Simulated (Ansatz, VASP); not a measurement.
# Two plane-wave programs on CdNiSe3

File INCAR:

```
PREC = Accurate
ENCUT = 600
EDIFF = 1E-6
ISMEAR = -1
SIGMA = 0.05
LREAL = F
LASPH = T
NELM = 120
ALGO = Normal
ISIF = 3
LWAVE = F
LCHARG = F
ISPIN = 2
MAGMOM = 0 1 0 0 0
LORBIT = 11
LMAXMIX = 4
GGA = CA
IBRION = 2
NSW = 60
EDIFFG = -0.01
```

Contents of KPOINTS:

```
Automatic mesh
0
Gamma
  5 5 5
```

The input POSCAR:

```
CdNiSe3
1.0
    4.7673800000      0.0000000000      0.0000000000
    0.0000000000      4.7673800000      0.0000000000
    0.0000000000      0.0000000000      4.7673800000
Cd Ni Se
1 1 3
Direct
    0.5000000000      0.5000000000      0.5000000000
    0.0000000000      0.0000000000      0.0000000000
    0.5000000000      0.0000000000      0.0000000000
    0.0000000000      0.5000000000      0.0000000000
    0.0000000000      0.0000000000      0.5000000000
```

Contents of input.yaml:

```yaml
crystal:
  lattice:
    - [4.76738, 0.0, 0.0]
    - [0.0, 4.76738, 0.0]
    - [0.0, 0.0, 4.76738]
  atoms:
    - { symbol: Cd, position: [0.5, 0.5, 0.5] }
    - { symbol: Ni, position: [0.0, 0.0, 0.0], spin: 1.0 }
    - { symbol: Se, position: [0.5, 0.0, 0.0] }
    - { symbol: Se, position: [0.0, 0.5, 0.0] }
    - { symbol: Se, position: [0.0, 0.0, 0.5] }
hamiltonian:
  xc: lda
  pseudopotentials: { kind: paw }
magnetization:
  spin_polarized: true
kpoints:
  mp_grid: { grid: [5, 5, 5] }
scf:
  occupations: { method: fermi_dirac, width: 0.05 }
output:
  forces: true
  stress: true
  eigenvalues: true
relax:
  f_tol: 0.01
  max_steps: 40
  cell: { stress_tol: 0.05 }
```

The cell was built by a generator and needn't be a form met in nature.

Alike in both runs: task relaxation of cell and atoms; functional LDA; k mesh 5 × 5 × 5; occupations fermi-dirac, width 0.05 eV; collinear spin, ferromagnetic start.

|  | VASP | Ansatz |
| --- | --- | --- |
| version | VASP 6.6.1 | Ansatz 0.2.0 |
| potentials or method | VASP PAW LDA potentials, release 64 (Cd, Ni, Se) | Ansatz PAW |
| plane-wave cutoff (eV) | 600 | 420 |
| valence electrons in the cell | 40 | 86 |

Ansatz gave:

- gap on the k mesh at the Fermi level, each at its own relaxed structure (eV): none
- net moment per atom (μB): 0.00
- relaxed volume (Å³/atom): 19.85
- relaxed cell length with the largest relative difference (Å): 4.630
- energy change over the relaxation (meV/atom): -38

**Question.** Which values does VASP return?

**Answer.** gap on the k mesh at the Fermi level, each at its own relaxed structure (eV): none; net moment per atom (μB): 0.00; relaxed volume (Å³/atom): 19.89; relaxed cell length with the largest relative difference (Å): 4.633; energy change over the relaxation (meV/atom): -36.

A gap of «none» marks a metal or a gap that the smearing closes. The two sets of potentials don't hold the same shells in valence.

Caveats: the plane-wave basis is chosen anew once the cell has moved, so the energies of steps on either side of that aren't comparable (Ansatz); the PAW data sets come from PBE, with cores solved anew for the run's functional, which leaves a small shift of forces and pressure (Ansatz); the starting moments weren't kept (Ansatz). With open d or f shells a metallic result of LDA can be an artefact of self-interaction; +U or a hybrid may open a gap.
